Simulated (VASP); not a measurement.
Data:

```xyz
2
Lattice="0.0000 2.1262 2.1262 2.1262 0.0000 2.1262 2.1262 2.1262 0.0000" Properties=species:S:1:pos:R:3 pbc="T T T"
Ga     0.0000     0.0000     0.0000
N      1.0631     1.0631     1.0631
```

Method: PBEsol GGA, VASP's PBE PAW potentials (set 64) (plane waves; VASP). Run with 620 eV cut-off, 11×11×11 Γ-centred mesh, Gaussian smearing of 0.050 eV, potentials Ga_d N.

**Question.** Estimate the energy per atom (σ→0), pressure, band gap (on the k-mesh) with the smallest direct gap where there is one.

**Answer.** 
The band gap (on the k-mesh) is 2.79 eV and the smallest direct gap (on the k-mesh) is 2.79 eV. The energy per atom (σ→0) is -6.348 eV/atom and the pressure is 45.03 GPa.

The absolute energy has meaning only against runs of the same code, potentials and settings.

The compound is GaN in the zinc blende structure, a metastable form; wurtzite is the usual one. It was relaxed first under an external pressure of 45 GPa.
